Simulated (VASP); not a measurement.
Here is the system:

```
PtS2
1.0
    1.76686    -3.06029     0.00000
    1.76686     3.06029     0.00000
    0.00000     0.00000     5.70941
Pt S
1 2
Cartesian
  0.00000   0.00000   0.00000
  1.76686   1.02010   1.22630
  1.76686  -1.02010   4.48312
```

All values below come from MS2 meta-GGA, VASP's PBE PAW potentials (set 64) (plane waves; VASP). Run with 520 eV cut-off, 8×8×5 Γ-centred mesh, tetrahedra with Blöchl corrections, potentials Pt S.

Unless said otherwise, spin-orbit coupling is left out, though it shifts the bands of the heavy elements here.

Give the energies of bands 3 to 14 at the high-symmetry points, in eV from the valence-band maximum.

| band | Γ | M | K | A | L | H |
|---|---|---|---|---|---|---|
| 3 | -6.12 | -6.88 | -5.96 | -6.03 | -6.96 | -5.83 |
| 4 | -6.04 | -5.42 | -5.62 | -6.03 | -5.45 | -5.69 |
| 5 | -6.04 | -4.58 | -5.62 | -5.48 | -4.50 | -5.69 |
| 6 | -3.29 | -4.10 | -3.94 | -3.30 | -4.46 | -3.84 |
| 7 | -3.29 | -2.59 | -3.94 | -3.30 | -2.59 | -3.84 |
| 8 | -1.45 | -2.49 | -2.93 | -1.72 | -2.57 | -2.90 |
| 9 | -0.59 | -2.48 | -2.54 | -0.86 | -2.36 | -2.88 |
| 10 | -0.59 | -2.25 | -1.01 | -0.65 | -2.17 | -1.25 |
| 11 | -0.15 | -2.00 | -1.01 | -0.65 | -1.41 | -1.25 |
| 12 | 3.17 | 2.62 | 1.85 | 3.33 | 2.86 | 2.51 |
| 13 | 3.17 | 3.17 | 1.85 | 3.33 | 3.02 | 2.51 |
| 14 | 5.87 | 5.95 | 6.39 | 6.06 | 5.64 | 7.71 |

The gap is indirect, 1.56 eV, from the valence maximum at (0.12, 0.12, 0.00) to the conduction minimum at (0.00, 0.25, 0.40).

The compound is PtS2 in the 1T layered structure. It was relaxed first, which changed the volume by +13 %.
